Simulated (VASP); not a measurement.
These are LDA (Ceperley-Alder, Perdew-Zunger), VASP's LDA PAW potentials (set 64) (plane waves; VASP) values and carry that method's errors.

VASP ran on this input.

File KPOINTS:
```
K-points
0
Gamma
  6 6 8
```

File POSCAR:
```
SiO2
1
    4.1070261851     0.0000000000     0.0000000000
    0.0000000000     4.1070261851     0.0000000000
    0.0000000000     0.0000000000     2.6466722085
Si O
2 4
Direct
  0.0000000000   0.0000000000   0.0000000000
  0.5000000000   0.5000000000   0.5000000000
  0.3043259332   0.3043259332   0.0000000000
  0.8043259332   0.1956740668   0.5000000000
  0.1956740668   0.8043259332   0.5000000000
  0.6956740668   0.6956740668   0.0000000000
```

INCAR:
```
SYSTEM = SiO2
PREC = Accurate; ENCUT = 620; LREAL = F
LASPH = T
EDIFF = 1E-6; NELM = 100; ALGO = Normal
ISMEAR = 0; SIGMA = 0.05
IBRION = 2; NSW = 40; ISIF = 3
EDIFFG = -0.02; PSTRESS = 200
LWAVE = F; LCHARG = F
```

POTCAR, in this order: Si O (LDA.64 set). Program: vasp_std.

The resulting files:

OSZICAR:
```
       N       E                     dE             d eps       ncg     rms          rms(c)
DAV:   1     0.178856617135E+03    0.17886E+03   -0.20368E+04  2008   0.179E+03
DAV:   2    -0.493671790108E+02   -0.22822E+03   -0.21888E+03  2736   0.350E+02
DAV:   3    -0.568921355658E+02   -0.75250E+01   -0.75030E+01  2400   0.670E+01
DAV:   4    -0.569506076350E+02   -0.58472E-01   -0.58394E-01  2376   0.671E+00
DAV:   5    -0.569512192815E+02   -0.61165E-03   -0.61149E-03  2336   0.677E-01    0.187E+01
DAV:   6    -0.520507097292E+02    0.49005E+01   -0.19003E+01  2268   0.309E+01    0.900E+00
DAV:   7    -0.519783715574E+02    0.72338E-01   -0.60526E-01  2356   0.527E+00    0.317E+00
DAV:   8    -0.519488413163E+02    0.29530E-01   -0.20525E-02  2292   0.145E+00    0.111E+00
DAV:   9    -0.519437323545E+02    0.51090E-02   -0.49694E-03  2364   0.670E-01    0.230E-01
DAV:  10    -0.519437426725E+02   -0.10318E-04   -0.16135E-04  2316   0.121E-01    0.509E-02
DAV:  11    -0.519437388356E+02    0.38369E-05   -0.21698E-05  2352   0.388E-02    0.143E-02
DAV:  12    -0.519437384074E+02    0.42818E-06   -0.17175E-06  1396   0.114E-02
   1 F= -.46370925E+02 E0= -.46370925E+02  d E =-.463709E+02
       N       E                     dE             d eps       ncg     rms          rms(c)
DAV:   1    -0.521617955141E+02   -0.21806E+00   -0.16792E+01  2272   0.384E+01    0.685E+00
DAV:   2    -0.515358757148E+02    0.62592E+00   -0.22332E+00  2236   0.117E+01    0.154E+00
DAV:   3    -0.515108621673E+02    0.25014E-01   -0.11986E-01  2292   0.257E+00    0.621E-01
DAV:   4    -0.515048825283E+02    0.59796E-02   -0.68605E-03  2268   0.680E-01    0.220E-01
DAV:   5    -0.515042668334E+02    0.61569E-03   -0.95000E-04  2356   0.235E-01    0.670E-02
DAV:   6    -0.515042737898E+02   -0.69565E-05   -0.27563E-05  2280   0.450E-02    0.232E-02
DAV:   7    -0.515042723238E+02    0.14660E-05   -0.15257E-05  2324   0.291E-02    0.408E-03
DAV:   8    -0.515042722461E+02    0.77658E-07   -0.32397E-07  1252   0.479E-03
   2 F= -.46297792E+02 E0= -.46297792E+02  d E =0.731326E-01
       N       E                     dE             d eps       ncg     rms          rms(c)
DAV:   1    -0.521094131016E+02   -0.60514E+00   -0.66534E+00  2280   0.235E+01    0.428E+00
DAV:   2    -0.518545206722E+02    0.25489E+00   -0.95032E-01  2244   0.765E+00    0.903E-01
DAV:   3    -0.518456740235E+02    0.88466E-02   -0.41296E-02  2236   0.149E+00    0.481E-01
DAV:   4    -0.518433323665E+02    0.23417E-02   -0.19021E-03  2272   0.357E-01    0.213E-01
DAV:   5    -0.518428792362E+02    0.45313E-03   -0.55136E-04  2304   0.171E-01    0.339E-02
DAV:   6    -0.518428821922E+02   -0.29560E-05   -0.23019E-05  2252   0.393E-02    0.143E-02
DAV:   7    -0.518428815675E+02    0.62466E-06   -0.64012E-06  2292   0.188E-02
   3 F= -.46406058E+02 E0= -.46406058E+02  d E =-.351328E-01
       N       E                     dE             d eps       ncg     rms          rms(c)
DAV:   1    -0.518402247788E+02    0.26574E-02   -0.87910E-04  2276   0.273E-01    0.497E-02
DAV:   2    -0.518401903252E+02    0.34454E-04   -0.12774E-04  2256   0.882E-02    0.105E-02
DAV:   3    -0.518401891034E+02    0.12218E-05   -0.54937E-06  2128   0.174E-02    0.508E-03
DAV:   4    -0.518401887708E+02    0.33260E-06   -0.24417E-07  1088   0.424E-03
   4 F= -.46406062E+02 E0= -.46406062E+02  d E =-.351370E-01
       N       E                     dE             d eps       ncg     rms          rms(c)
DAV:   1    -0.518317930389E+02    0.83961E-02   -0.10904E+00  2064   0.893E+00    0.372E-01
DAV:   2    -0.518326487552E+02   -0.85572E-03   -0.31166E-02  2360   0.143E+00    0.170E-01
DAV:   3    -0.518317899911E+02    0.85876E-03   -0.86461E-04  2336   0.304E-01    0.671E-02
DAV:   4    -0.518316790893E+02    0.11090E-03   -0.51085E-04  2332   0.196E-01    0.139E-02
DAV:   5    -0.518316804605E+02   -0.13712E-05   -0.51593E-05  2308   0.603E-02    0.872E-03
DAV:   6    -0.518316797920E+02    0.66855E-06   -0.18157E-06  1396   0.116E-02
   5 F= -.46407610E+02 E0= -.46407610E+02  d E =-.154769E-02
       N       E                     dE             d eps       ncg     rms          rms(c)
DAV:   1    -0.518347716160E+02   -0.30912E-02   -0.84919E-02  2056   0.249E+00    0.104E-01
DAV:   2    -0.518348395711E+02   -0.67955E-04   -0.24144E-03  2364   0.398E-01    0.475E-02
DAV:   3    -0.518347732213E+02    0.66350E-04   -0.68214E-05  2332   0.849E-02    0.188E-02
DAV:   4    -0.518347647397E+02    0.84816E-05   -0.37701E-05  2332   0.533E-02    0.383E-03
DAV:   5    -0.518347648263E+02   -0.86609E-07   -0.36502E-06  1928   0.160E-02
   6 F= -.46407883E+02 E0= -.46407883E+02  d E =-.182095E-02
       N       E                     dE             d eps       ncg     rms          rms(c)
DAV:   1    -0.518381711291E+02   -0.34064E-02   -0.14871E-02  2260   0.108E+00    0.100E-01
DAV:   2    -0.518380379905E+02    0.13314E-03   -0.26647E-04  2272   0.137E-01    0.487E-02
DAV:   3    -0.518379936020E+02    0.44389E-04   -0.57106E-05  2324   0.629E-02    0.134E-02
DAV:   4    -0.518379898415E+02    0.37605E-05   -0.11086E-05  2348   0.279E-02    0.346E-03
DAV:   5    -0.518379897575E+02    0.83978E-07   -0.86262E-07  1132   0.751E-03
   7 F= -.46407974E+02 E0= -.46407974E+02  d E =-.915340E-04
```

OUTCAR:
```
------------------------ aborting loop because EDIFF is reached ----------------------------------------
  FORCE on cell =-STRESS in cart. coord.  units (eV):
  Direction    XX          YY          ZZ          XY          YZ          ZX
  --------------------------------------------------------------------------------------
  Total        5.3969280      5.3969280      5.3712796      0.0000000      0.0000000      0.0000000
  in kB      198.7813156    198.7813156    197.8366260      0.0000000      0.0000000      0.0000000
  external PRESSURE =      -1.5335809 kB  Pullay stress =     200.0000000 kB
  volume of cell :       43.50
      direct lattice vectors                 reciprocal lattice vectors
     4.065823715  0.000000000  0.000000000     0.245952621 -0.000000000  0.000000000
     0.000000000  4.065823715  0.000000000    -0.000000000  0.245952621  0.000000000
     0.000000000  0.000000000  2.631386002     0.000000000  0.000000000  0.380027863
 POSITION                                       TOTAL-FORCE (eV/Angst)
 -----------------------------------------------------------------------------------
      4.06582      0.00000      0.00000        -0.000000      0.000000      0.000000
      2.03291      2.03291      1.31569        -0.000000      0.000000      0.000000
      1.23452      1.23452      2.63139        -0.000063     -0.000063      0.000000
      3.26743      0.79840      1.31569        -0.000063      0.000063     -0.000000
      0.79840      3.26743      1.31569         0.000063     -0.000063      0.000000
      2.83131      2.83131      0.00000         0.000063      0.000063     -0.000000
 -----------------------------------------------------------------------------------
    total drift:                                0.000000     -0.000000      0.000000
  FREE ENERGIE OF THE ION-ELECTRON SYSTEM (eV)
  ---------------------------------------------------
  free  energy   TOTEN  =       -51.8379897575 eV

  energy  without entropy=      -51.8379897575  energy(sigma->0) =      -51.83798976
  enthalpy is  TOTEN    =       -46.4079743391 eV   P V=        5.4300154184

 reached required accuracy - stopping structural energy minimisation
```
(Selected blocks of OUTCAR.)

CONTCAR:
```
SiO2
   1.00000000000000
     4.0658237150835008    0.0000000000000000    0.0000000000000000
     0.0000000000000000    4.0658237150835008    0.0000000000000000
     0.0000000000000000    0.0000000000000000    2.6313860023061051
  Si              O
     2     4
Direct
     1.0000000000000000    0.0000000000000000    0.0000000000000000
     0.5000000000000000    0.5000000000000000    0.5000000000000000
     0.3036323265049335    0.3036323265049335    1.0000000000000000
     0.8036323265049334    0.1963676734950665    0.5000000000000000
     0.1963676734950665    0.8036323265049334    0.5000000000000000
     0.6963676734950666    0.6963676734950666    0.0000000000000000
```

Energy and stress use the plane-wave basis of the starting cell.

The compound is SiO2 in the rutile structure, stishovite, a high-pressure form. This run relaxes it under an external pressure of 20 GPa. Symmetry was kept, so distortions that lower it aren't found.
